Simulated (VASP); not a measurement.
Data:

```
CELL_PARAMETERS angstrom
      0.00000     1.58196     1.58196
      1.58196     0.00000     1.58196
      1.58196     1.58196     0.00000
ATOMIC_POSITIONS crystal
  Be 0.00000 0.00000 0.00000
```

Level of theory: r2SCAN meta-GGA, VASP's PBE PAW potentials (set 64) (plane waves; VASP). Numerical set-up: 400 eV cut-off, 22×22×22 Γ-centred mesh, tetrahedra with Blöchl corrections, potentials Be.

Question: The job: Be (relaxed from the fcc structure, space group Fm-3m), 1 atom, r2SCAN, static run, 400 eV, 22×22×22 Γ-centred mesh. Roughly how much core time does it take on a busy server core?

Answer: About 20 core-seconds (one run on a shared machine, a rough figure). It had 328 irreducible k-points, 5 bands, up to 153 plane waves and 16 electronic steps.

The structure was generated: Be was put into the fcc type (Fm-3m), which need not be its known phase. It was relaxed first.
